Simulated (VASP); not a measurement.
Fe (bcc): the lattice constant a from VASP (plane waves, PAW) at several levels of theory. Static lattice.

```tsv
level	lattice constant a (Å)	error against measurement
LDA	2.747	-3.7 %
PBE	2.829	-0.8 %
PBEsol	2.788	-2.3 %
AM05	2.786	-2.4 %
PBE-D3(BJ)	2.806	-1.6 %
PBE-D4	2.808	-1.6 %
optB88-vdW	2.821	-1.1 %
rev-vdW-DF2	2.807	-1.6 %
revTPSS	2.795	-2.0 %
r2SCAN	2.861	+0.3 %
r2SCAN+rVV10	2.854	+0.0 %
```

Measured: 2.853 Å at 0 K (as given by Daniel Mejia-Rodriguez et al., Physical Review B (2018), arXiv:1807.09216; static lattice: zero-point anharmonic expansion removed).

The cell of the LDA run:

```yaml
crystal:
  lattice:
    - [-1.37327, 1.37327, 1.37327]
    - [1.37327, -1.37327, 1.37327]
    - [1.37327, 1.37327, -1.37327]
  atoms:
    - { symbol: Fe, position: [0.00000, 0.00000, 0.00000], spin: 2.0 }
```

Only levels that ran to the end are used. Left out are those held back, those with too coarse a band path, GW runs whose mesh misses a band edge, hybrids' fits of cells that aren't cubic and levels without matching references; a question may draw on a part of the rest.

The compound is Fe in the bcc structure.
